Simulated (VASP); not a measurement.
The input files of a VASP run:

File KPOINTS:
```
Automatic mesh
0
Gamma
6 6 6
0 0 0
```

### POSCAR
```
BaF2
1
    0.0233465767     3.1128768920     3.1128768920
    3.1362234687     0.0000000000     3.1362234687
    3.1128768920     3.1128768920     0.0233465767
Ba F
1 2
Direct
  0.0000000000   0.0000000000   0.0000000000
  0.2500000000   0.2500000000   0.2500000000
  0.7500000000   0.7500000000   0.7500000000
```

INCAR:
```
# general
SYSTEM  = BaF2
PREC    = Accurate
ENCUT   = 600   # plane-wave cut-off (eV)
LREAL   = .False.
LASPH   = .True.   # aspherical one-centre terms

# electronic loop
EDIFF   = 1E-7   # SCF stop (eV)
NELM    = 100   # most electronic steps
ALGO    = Normal   # blocked Davidson
LMAXMIX = 4
LMIXTAU = .True.

# smearing
ISMEAR  = 0   # Gaussian
SIGMA   = 0.05   # width (eV)

# functional
METAGGA = R2SCAN

# ions
ISIF    = 2   # forces and stress, cell fixed

# output
LWAVE   = .False.
LCHARG  = .False.
```

POTCAR, in this order: Ba_sv F (PBE.64 set). Program: vasp_std.

Translate this r2SCAN calculation to Ansatz.

One equivalent input (not run):
Ansatz 0.2 input:
```yaml
crystal:
  lattice:
    - [0.0233466, 3.1128769, 3.1128769]
    - [3.1362235, 0.0000000, 3.1362235]
    - [3.1128769, 3.1128769, 0.0233466]
  atoms:
    - { symbol: Ba, position: [0.0000000, 0.0000000, 0.0000000] }
    - { symbol: F, position: [0.2500000, 0.2500000, 0.2500000] }
    - { symbol: F, position: [0.7500000, 0.7500000, 0.7500000] }
kpoints:
  mp_grid: { grid: [6, 6, 6] }
hamiltonian:
  xc: r2scan
  pseudopotentials: { kind: paw }
scf:
  occupations: { method: gaussian, width: 0.05 }
  max_iter: 100
output: { forces: true, stress: true, eigenvalues: true }
```
What does not carry over: each code has its own PAW files, so the cut-off isn't converted (ENCUT is set for VASP's; basis.ecutwfc is left out, and Ansatz then takes the one that its files recommend); Ansatz stops its SCF on the density residual and VASP on the energy change (EDIFF).

The compound is BaF2 in the fluorite structure. This cell was strained or had an atom moved on purpose.
